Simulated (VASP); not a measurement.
```
CELL_PARAMETERS angstrom
      4.16582    -2.27500     0.00000
      4.16582     2.27500     0.00000
      2.92342     0.00000     3.73943
ATOMIC_POSITIONS crystal
  Bi 0.23400 0.23400 0.23400
  Bi 0.76600 0.76600 0.76600
```

Level of theory: SCAN meta-GGA, VASP's PBE PAW potentials (set 64) (plane waves; VASP 6.6.1). Numerical set-up: 520 eV cut-off, 9×9×9 Γ-centred mesh, first-order Methfessel-Paxton smearing of 0.10 eV, potentials Bi_d.

Energy and stress use the plane-wave basis of the starting cell.

Question: The ions, cell shape and volume are relaxed. Predict the relaxed structure.

Answer: 
```
CELL_PARAMETERS angstrom
      4.10708    -2.26864    -0.01565
      4.10708     2.26864    -0.01565
      2.86815     0.00000     3.71333
ATOMIC_POSITIONS crystal
  Bi 0.23576 0.23576 0.23576
  Bi 0.76424 0.76424 0.76424
```
Space group R-3m (166), at a tolerance of 0.03 Å.

Question: How do energy and volume change from the first to the last step?

Answer: The energy (σ→0) changes by -1.9 meV/atom and the volume by -2.1 %, in 8 ionic steps.

The compound is Bi in the a7 structure. This run relaxes it. Symmetry was kept, so distortions that lower it aren't found.
